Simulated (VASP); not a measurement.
# How biaxial strain in the (001) plane changes Ge, part 2 of 2

Strain engineering needs slopes: what does biaxial strain in the (001) plane do to the lattice and the band edges of Ge?

VASP 6.6.1, plane waves and PAW; the level of theory is named at each step.

So far: The starting structure; Relax the crystal, PBEsol; Strain along the normal, PBEsol; Band edges, TB-mBJ with spin-orbit coupling; Band edges, r2SCAN with spin-orbit coupling.

## Step 5: Band edges, r2SCAN with spin-orbit coupling (continued)

Level of this step: r2SCAN, spin-orbit coupling; plane waves and PAW (Ge_d) (VASP).

From OUTCAR (step 5):

```text
  Total        0.4456035      0.4456035      0.0438888      0.0000000     -0.0000000      0.0000000
  in kB       15.8980726     15.8980726      1.5658486      0.0000000     -0.0000000      0.0000000
  external PRESSURE =      11.1206646 kB  Pullay stress =       0.0000000 kB

  FREE ENERGIE OF THE ION-ELECTRON SYSTEM (eV)
  ---------------------------------------------------
  free  energy   TOTEN  =       -27.7351802500 eV

  energy  without entropy=      -27.7351802500  energy(sigma->0) =      -27.73518025

[... 3 parts as in an earlier step ...]

[... 1 further part left out ...]
[key lines of the parts left out:]
E-fermi :   5.1621
```

Read from the output:

```
energy(sigma→0) of the program : -27.7352 eV
stress, compression positive   : xx, yy, zz 1.59, 1.59, 0.16 GPa
```

The run ends at a pressure of 1.11 GPa.

## Step 6: The whole series

LASPH is off in runs at PBEsol and on in runs at TB-mBJ and r2SCAN.

The other members went through these steps as far as the tables show, with the same cutoff and, step by step, the same mesh; 35 runs are not shown. The session took 2.2 core hours (wall time by ranks) on a shared machine.

```csv
in-plane strain (%),strain along the normal (%),"in-plane stress, tension positive (GPa)",energy above the unstrained row (meV/atom)
-2.000,1.406,-2.713,8.240
-1.500,1.042,-1.974,4.709
-1.000,0.684,-1.274,2.191
-0.500,0.375,-0.608,0.625
0,-0.021,0.015,0.000
0.500,-0.435,0.606,0.215
1.000,-0.813,1.219,1.264
1.500,-1.211,1.799,3.203
2.000,-1.600,2.357,5.966
```

Slopes at zero strain, from cubics through all rows: strain ratio -0.762, stress over strain 124 GPa. For a cubic crystal strained in (001) the ratio is −2C₁₂/C₁₁.

Band edges at TB-mBJ with spin-orbit coupling, counted from the valence-band top at Γ, spin-orbit pairs averaged, with one row partly withheld:

```csv
in-plane strain (%),gap (eV),conduction band at Γ (eV),Δ or X valley along z (eV),Δ or X valley along x (eV),"lowest conduction level at L, [111] (eV)","lowest conduction level at L, [-111] (eV)",second valence level below the top (eV),third valence level below the top (eV)
-2.000,0.565,0.761,1.010,0.688,0.565,0.565,0.121,0.455
-1.500,0.584,0.732,0.992,0.753,0.584,0.584,0.103,0.394
-1.000,0.599,0.701,0.973,0.816,0.599,0.599,0.077,0.343
-0.500,0.607,0.662,0.957,0.876,0.607,0.607,0.044,0.304
0,0.615,0.632,0.936,0.938,0.615,0.615,0.001,0.275
0.500,0.548,0.548,0.862,0.948,0.569,0.569,0.055,0.307
1.000,?,?,0.784,0.950,0.513,0.513,0.112,0.350
1.500,0.361,0.361,0.703,0.950,0.452,0.452,0.172,0.400
2.000,0.264,0.264,0.621,0.948,0.388,0.387,0.232,0.452
```

Conduction masses, in electron masses:

```csv
in-plane strain (%),"conduction mass at Γ, across the strain axis or in the plane","Δz mass, longitudinal","Δz mass, transverse, at 0.85 of Γ–X","L [111] mass, longitudinal","L [111] mass, transverse along [1-10]"
-2.000,0.042,1.002,0.200,1.689,0.099
-1.500,0.041,0.996,0.201,1.695,0.097
-1.000,0.039,0.988,0.203,1.727,0.095
-0.500,0.037,0.978,0.205,1.743,0.094
0,0.036,0.972,0.208,1.723,0.092
0.500,0.035,0.966,0.209,1.735,0.091
1.000,0.033,0.955,0.209,1.712,0.089
1.500,0.031,0.946,0.213,1.716,0.088
2.000,0.029,0.942,0.214,1.678,0.087
```

Band edges at r2SCAN with spin-orbit coupling, counted from the valence-band top at Γ, spin-orbit pairs averaged:

```csv
in-plane strain (%),gap (eV),conduction band at Γ (eV),Δ or X valley along z (eV),Δ or X valley along x (eV),"lowest conduction level at L, [111] (eV)","lowest conduction level at L, [-111] (eV)",second valence level below the top (eV),third valence level below the top (eV)
-2.000,0.293,0.405,0.778,0.431,0.293,0.293,0.123,0.463
-1.500,0.309,0.372,0.753,0.495,0.309,0.309,0.104,0.404
-1.000,0.320,0.338,0.728,0.557,0.320,0.320,0.077,0.355
-0.500,0.295,0.296,0.705,0.617,0.325,0.325,0.044,0.318
0,0.262,0.262,0.676,0.678,0.330,0.330,0.001,0.289
0.500,0.177,0.177,0.595,0.688,0.281,0.281,0.054,0.320
1.000,0.085,0.085,0.514,0.694,0.225,0.225,0.109,0.360
```

## Step 7: Working out the slope

The quantity to fit is the conduction level at Γ above the mean of the three top valence levels at TB-mBJ with spin-orbit coupling: 0.953, 0.898, 0.841, 0.779, 0.724, 0.669, 0.552, 0.492 eV in the rows shown.

A least-squares parabola through the 8 rows shown, with e the strain in %: E = − 4.19e-4 e² − 0.1152 e + 0.7247 (eV), r.m.s. residual 0.0017 eV.

For the withheld row, e = 1, the fit gives 0.6091 eV.

## Step 8: The withheld row

The calculation gives 0.6099 eV, so the prediction is 0.0008 eV too low, within twice the residual of the fit.

## Step 9: Summary of results

| Item | Value |
| --- | --- |
| ratio of normal to in-plane strain | -0.762 |
| biaxial modulus | 124 GPa |
| gap of the unstrained cell, TB-mBJ with spin-orbit coupling | 0.62 eV |
| gap of the unstrained cell, r2SCAN with spin-orbit coupling | 0.26 eV |
| slope at zero strain of the conduction level at Γ above the mean of the three top valence levels, TB-mBJ with spin-orbit coupling | -115 meV per % |
| error of the predicted row | -0.8 meV |

In words: As a check, the curvature of the energy gives 122 GPa for the same modulus (energy per volume = M × strain²), 1 % from the slope of the stress. The energy also has a linear term worth 0.15 GPa that the stress column lacks, a mark of the finite basis. At TB-mBJ with spin-orbit coupling the lowest conduction valley is in turn L, Γ from the first row to the last, and the gap runs between 0.26 and 0.62 eV. At zero strain Γ and L lie only 17 meV apart here, so their order is sensitive to the level and the lattice constant. At r2SCAN with spin-orbit coupling the lowest conduction valley is in turn L, Γ from the first row to the last, and the gap runs between 0.08 and 0.32 eV. At zero strain this level puts Γ lowest, whereas real Ge has its minimum at L, so crossings are misplaced. At zero strain Γ and L lie only 68 meV apart here, so their order is sensitive to the level and the lattice constant. At r2SCAN with spin-orbit coupling the gap falls under 0.05 eV in some or all rows, where bands may have changed order, so 2 rows at and beyond those points are left out of its table. The gap at PBEsol is under 0.05 eV in some or all rows and is left out; the elastic columns come from such cells and can be uneven. Hole masses are left out throughout, since the top bands are degenerate or cross in many series; of conduction masses, those of the Γ, L and (for Si and Ge under (001) strain) Δ valleys are kept where they change by under an eighth between rows. A measured gap of unstrained Ge is 0.74 eV (arxiv:cond-mat/0503738, indirect gap, 4.2 K); the static gaps here belong to the lattice relaxed at PBEsol. TB-mBJ is a potential fitted for gaps; it has no energy functional, so its total energies and forces mean nothing, and its bands tend to come out too narrow. r2SCAN opens gaps somewhat over GGA but leaves them below measured values as a rule. Δ or X levels are the lowest on their line, refined by a parabola unless they lie at X; the gap is read from all points sampled and can differ from the lowest valley by some meV, or by tens of meV where strain moves the valence top off Γ. Temperature, zero-point motion and excitons are left out.

[Lines on the potential files, build, host, timing and source positions are cut from VASP's logs without a mark.]

[Logs are printed without paths, hosts, clocks, repeated set-up lines and the standing remarks that a program may print on its own settings, such as how far it seeks lower states.]

[Hosts, paths, dates, database ids (printed as entryN), source tags and the programs' standing remarks are cut or masked in the printed files.]

[In band tables of VASP the shares of atoms and orbitals are scaled to a sum of 1 inside the atoms' spheres.]
